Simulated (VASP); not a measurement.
The input files of a VASP run:

### INCAR
```
# general
SYSTEM =Sc
PREC   =Accurate
ENCUT  =520   # plane-wave cut-off (eV)
LREAL  =.False.
LASPH  =.True.

# electronic loop
EDIFF  =1E-6   # SCF stop (eV)
NELM   =100
ALGO   =Normal   # blocked Davidson
LMAXMIX=4   # l cut-off of mixed one-centre charges

# smearing
ISMEAR =1   # Methfessel-Paxton
SIGMA  =0.1

# functional
GGA    =RP   # RPBE

# ions
IBRION =2
NSW    =60   # most ionic steps
ISIF   =3   # ions, shape and volume
EDIFFG =-0.01   # ionic stop

# output
LWAVE  =.False.
LCHARG =.False.
```

POSCAR:
```
Sc
1
    1.6793352607    -2.9086939042    -0.0000000000
    1.6793352607     2.9086939042     0.0000000000
    0.0000000000    -0.0000000000     5.2359704207
Sc
2
Direct
  0.3333330000   0.6666670000   0.2500000000
  0.6666670000   0.3333330000   0.7500000000
```

### KPOINTS
```
Automatic mesh
0
Gamma
11 11 7
0 0 0
```

POTCAR, in this order: Sc_sv (PBE.64 set). Program: vasp_std.

Problem. Write an equivalent input for Ansatz.

Solution. One equivalent input (not run):
Ansatz 0.2 input:
```yaml
crystal:
  lattice:
    - [1.6793353, -2.9086939, 0.0000000]
    - [1.6793353, 2.9086939, 0.0000000]
    - [0.0000000, 0.0000000, 5.2359704]
  atoms:
    - { symbol: Sc, position: [0.3333330, 0.6666670, 0.2500000] }
    - { symbol: Sc, position: [0.6666670, 0.3333330, 0.7500000] }
kpoints:
  mp_grid: { grid: [11, 11, 7] }
hamiltonian:
  xc: rpbe
  pseudopotentials: { kind: paw }
scf:
  occupations: { method: methfessel_paxton, width: 0.1 }
  max_iter: 100
relax:
  max_steps: 60
  f_tol: 0.01
  cell: {}
output: { forces: true, stress: true, eigenvalues: true }
```
Limits of the translation: each code has its own PAW files, so the cut-off isn't converted (ENCUT is set for VASP's; basis.ecutwfc is left out, and Ansatz then takes the one that its files recommend); Ansatz stops its SCF on the density residual and VASP on the energy change (EDIFF).

The compound is Sc in the hcp structure. This run relaxes it. Symmetry was kept, so distortions that lower it aren't found. The start is the result of an earlier pass.
